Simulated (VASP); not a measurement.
These are PBE GGA, VASP's PBE PAW potentials (set 64) (plane waves; VASP 6.6.1) values and carry that method's errors.

VASP input:

**INCAR**
```
ALGO = Fast
EDIFF = 1E-6
ENCUT = 400
GGA = PE
ISMEAR = 0
LASPH = T
LCHARG = F
LORBIT = 11
LREAL = Auto
LVHAR = T
LWAVE = T
NELM = 100
NELMIN = 4
PREC = Normal
SIGMA = 0.05
SYSTEM = Al36N36
```

**KPOINTS**
```
Automatic mesh
0
G
  1 1 1
```

### POSCAR
```
Al36N36
9.3845690
  0.5000000116  -0.8660254221   0.0000000000
  0.5000000116   0.8660254221   0.0000000000
  0.0000000000   0.0000000000   1.0682569425
Al N
36 36
direct
  0.2222220000   0.1111110000   0.2497794726
  0.1111110000   0.2222220000   0.9997794726
  0.2222220000   0.1111110000   0.7497794726
  0.1111110000   0.2222220000   0.4997794726
  0.2222220000   0.4444440000   0.2497794726
  0.1111110000   0.5555560000   0.9997794726
  0.2222220000   0.4444440000   0.7497794726
  0.1111110000   0.5555560000   0.4997794726
  0.2222220000   0.7777780000   0.2497794726
  0.1111110000   0.8888890000   0.9997794726
  0.2222220000   0.7777780000   0.7497794726
  0.1111110000   0.8888890000   0.4997794726
  0.5555560000   0.1111110000   0.2497794726
  0.4444440000   0.2222220000   0.9997794726
  0.5555560000   0.1111110000   0.7497794726
  0.4444440000   0.2222220000   0.4997794726
  0.5555560000   0.4444440000   0.2497794726
  0.4444440000   0.5555560000   0.9997794726
  0.5555560000   0.4444440000   0.7497794726
  0.4444440000   0.5555560000   0.4997794726
  0.5555560000   0.7777780000   0.2497794726
  0.4444440000   0.8888890000   0.9997794726
  0.5555560000   0.7777780000   0.7497794726
  0.4444440000   0.8888890000   0.4997794726
  0.8888890000   0.1111110000   0.2497794726
  0.7777780000   0.2222220000   0.9997794726
  0.8888890000   0.1111110000   0.7497794726
  0.7777780000   0.2222220000   0.4997794726
  0.8888890000   0.4444440000   0.2497794726
  0.7777780000   0.5555560000   0.9997794726
  0.8888890000   0.4444440000   0.7497794726
  0.7777780000   0.5555560000   0.4997794726
  0.8888890000   0.7777780000   0.2497794726
  0.7777780000   0.8888890000   0.9997794726
  0.8888890000   0.7777780000   0.7497794726
  0.7777780000   0.8888890000   0.4997794726
  0.2222220000   0.1111110000   0.4412205274
  0.1111110000   0.2222220000   0.1912205274
  0.2222220000   0.1111110000   0.9412205274
  0.1111110000   0.2222220000   0.6912205274
  0.2222220000   0.4444440000   0.4412205274
  0.1111110000   0.5555560000   0.1912205274
  0.2222220000   0.4444440000   0.9412205274
  0.1111110000   0.5555560000   0.6912205274
  0.2222220000   0.7777780000   0.4412205274
  0.1111110000   0.8888890000   0.1912205274
  0.2222220000   0.7777780000   0.9412205274
  0.1111110000   0.8888890000   0.6912205274
  0.5555560000   0.1111110000   0.4412205274
  0.4444440000   0.2222220000   0.1912205274
  0.5555560000   0.1111110000   0.9412205274
  0.4444440000   0.2222220000   0.6912205274
  0.5555560000   0.4444440000   0.4412205274
  0.4444440000   0.5555560000   0.1912205274
  0.5555560000   0.4444440000   0.9412205274
  0.4444440000   0.5555560000   0.6912205274
  0.5555560000   0.7777780000   0.4412205274
  0.4444440000   0.8888890000   0.1912205274
  0.5555560000   0.7777780000   0.9412205274
  0.4444440000   0.8888890000   0.6912205274
  0.8888890000   0.1111110000   0.4412205274
  0.7777780000   0.2222220000   0.1912205274
  0.8888890000   0.1111110000   0.9412205274
  0.7777780000   0.2222220000   0.6912205274
  0.8888890000   0.4444440000   0.4412205274
  0.7777780000   0.5555560000   0.1912205274
  0.8888890000   0.4444440000   0.9412205274
  0.7777780000   0.5555560000   0.6912205274
  0.8888890000   0.7777780000   0.4412205274
  0.7777780000   0.8888890000   0.1912205274
  0.8888890000   0.7777780000   0.9412205274
  0.7777780000   0.8888890000   0.6912205274
```

POTCAR, in this order: Al N (PBE.64 set). Program: vasp_gam. Read from the step before: WAVECAR.

Output of the run:

File OSZICAR:
```
       N       E                     dE             d eps       ncg     rms          rms(c)
DAV:   1    -0.532847934887E+03   -0.53285E+03   -0.87305E-06   404   0.598E-03    0.847E-03
RMM:   2    -0.532847934898E+03   -0.11702E-07   -0.15190E-07   209   0.914E-04    0.840E-03
RMM:   3    -0.532847934894E+03    0.48276E-08   -0.14226E-08   138   0.438E-04    0.835E-03
RMM:   4    -0.532847934892E+03    0.15134E-08   -0.50116E-10    85   0.387E-04
   1 F= -.53284793E+03 E0= -.53284793E+03  d E =-.201259E-13
```

File OUTCAR:
```
------------------------ aborting loop because EDIFF is reached ----------------------------------------
  FORCE on cell =-STRESS in cart. coord.  units (eV):
  Direction    XX          YY          ZZ          XY          YZ          ZX
  --------------------------------------------------------------------------------------
  Total      -10.7752767    -10.7752766    -23.0503509      0.0000000      0.0000000     -0.0000000
  in kB      -22.5782170    -22.5782169    -48.2990683      0.0000000      0.0000000     -0.0000000
  external PRESSURE =     -31.1518341 kB  Pullay stress =       0.0000000 kB
  volume of cell :      764.63
      direct lattice vectors                 reciprocal lattice vectors
     4.692284609 -8.127275329  0.000000000     0.106557901 -0.061521233  0.000000000
     4.692284609  8.127275329  0.000000000     0.106557901  0.061521233  0.000000000
     0.000000000  0.000000000 10.025130986     0.000000000  0.000000000  0.099749320
  FREE ENERGIE OF THE ION-ELECTRON SYSTEM (eV)
  ---------------------------------------------------
  free  energy   TOTEN  =      -532.8479348920 eV

  energy  without entropy=     -532.8479348920  energy(sigma->0) =     -532.84793489

 total charge

# of ion       s       p       d       tot
------------------------------------------
    1        0.360   0.432   0.000   0.793
    2        0.360   0.432   0.000   0.793
    3        0.360   0.432   0.000   0.793
    4        0.360   0.432   0.000   0.793
    5        0.360   0.432   0.000   0.793
    6        0.360   0.432   0.000   0.793
    7        0.360   0.432   0.000   0.793
    8        0.360   0.432   0.000   0.793
    9        0.360   0.432   0.000   0.793
   10        0.360   0.432   0.000   0.793
   11        0.360   0.432   0.000   0.793
   12        0.360   0.432   0.000   0.793
   13        0.360   0.432   0.000   0.793
   14        0.360   0.432   0.000   0.793
   15        0.360   0.432   0.000   0.793
   16        0.360   0.432   0.000   0.793
   17        0.360   0.432   0.000   0.793
   18        0.360   0.432   0.000   0.793
   19        0.360   0.432   0.000   0.793
   20        0.360   0.432   0.000   0.793
   21        0.360   0.432   0.000   0.793
   22        0.360   0.432   0.000   0.793
   23        0.360   0.432   0.000   0.793
   24        0.360   0.432   0.000   0.793
   25        0.360   0.432   0.000   0.793
   26        0.360   0.432   0.000   0.793
   27        0.360   0.432   0.000   0.793
   28        0.360   0.432   0.000   0.793
   29        0.360   0.432   0.000   0.793
   30        0.360   0.432   0.000   0.793
   31        0.360   0.432   0.000   0.793
   32        0.360   0.432   0.000   0.793
   33        0.360   0.432   0.000   0.793
   34        0.360   0.432   0.000   0.793
   35        0.360   0.432   0.000   0.793
   36        0.360   0.432   0.000   0.793
   37        1.228   2.591   0.000   3.819
   38        1.228   2.591   0.000   3.819
   39        1.228   2.591   0.000   3.819
   40        1.228   2.591   0.000   3.819
   41        1.228   2.591   0.000   3.819
   42        1.228   2.591   0.000   3.819
   43        1.228   2.591   0.000   3.819
   44        1.228   2.591   0.000   3.819
   45        1.228   2.591   0.000   3.819
   46        1.228   2.591   0.000   3.819
   47        1.228   2.591   0.000   3.819
   48        1.228   2.591   0.000   3.819
   49        1.228   2.591   0.000   3.819
   50        1.228   2.591   0.000   3.819
   51        1.228   2.591   0.000   3.819
   52        1.228   2.591   0.000   3.819
   53        1.228   2.591   0.000   3.819
   54        1.228   2.591   0.000   3.819
   55        1.228   2.591   0.000   3.819
   56        1.228   2.591   0.000   3.819
   57        1.228   2.591   0.000   3.819
   58        1.228   2.591   0.000   3.819
   59        1.228   2.591   0.000   3.819
   60        1.228   2.591   0.000   3.819
   61        1.228   2.591   0.000   3.819
   62        1.228   2.591   0.000   3.819
   63        1.228   2.591   0.000   3.819
   64        1.228   2.591   0.000   3.819
   65        1.228   2.591   0.000   3.819
   66        1.228   2.591   0.000   3.819
   67        1.228   2.591   0.000   3.819
   68        1.228   2.591   0.000   3.819
   69        1.228   2.591   0.000   3.819
   70        1.228   2.591   0.000   3.819
   71        1.228   2.591   0.000   3.819
   72        1.228   2.591   0.000   3.819
--------------------------------------------------
tot         57.186 108.843   0.000 166.029
```
(Selected blocks of OUTCAR.)

File OUTCAR:
```
 val. band max:        6.0693348947   @ k =   0.0000   0.0000   0.0000

 cond. band min:      10.0858553150   @ k =   0.0000   0.0000   0.0000


 Fermi energy:         6.3337619821

 k-point     1 :       0.0000    0.0000    0.0000
  band No.  band energies     occupation
      1      -9.0578      2.00000
      2      -8.1873      2.00000
      3      -8.1872      2.00000
      4      -7.8384      2.00000
      5      -7.8383      2.00000
      6      -7.8383      2.00000
      7      -7.8382      2.00000
      8      -7.8381      2.00000
      9      -7.8381      2.00000
     10      -7.1992      2.00000
     11      -7.1992      2.00000
     12      -7.1991      2.00000
     13      -7.1991      2.00000
     14      -7.1991      2.00000
     15      -7.1991      2.00000
     16      -7.1990      2.00000
     17      -7.1990      2.00000
     18      -7.1990      2.00000
     19      -7.1989      2.00000
     20      -7.1989      2.00000
     21      -7.1989      2.00000
     22      -6.9584      2.00000
     23      -6.6090      2.00000
     24      -6.6090      2.00000
     25      -6.6090      2.00000
     26      -6.6090      2.00000
     27      -6.5649      2.00000
     28      -6.5649      2.00000
     29      -6.5649      2.00000
     30      -6.5649      2.00000
     31      -6.4466      2.00000
     32      -6.4465      2.00000
     33      -6.4465      2.00000
     34      -6.4464      2.00000
     35      -6.4464      2.00000
     36      -6.4463      2.00000
     37       0.1052      2.00000
     38       1.2322      2.00000
     39       1.2322      2.00000
     40       1.2323      2.00000
     41       1.2323      2.00000
     42       1.2781      2.00000
     43       1.2781      2.00000
     44       1.3187      2.00000
     45       1.3187      2.00000
     46       1.3188      2.00000
     47       1.3188      2.00000
     48       1.3188      2.00000
     49       1.3189      2.00000
     50       1.3189      2.00000
     51       1.3189      2.00000
...
```

At this cut-off the stress carries a Pulay error, which pulls relaxed volumes low. The supercell is sampled at Γ alone, which is coarse: total energies, pressure and levels can be off, energies of defects by several tenths of an eV.

The cell is a supercell, built from AlN (wurtzite).
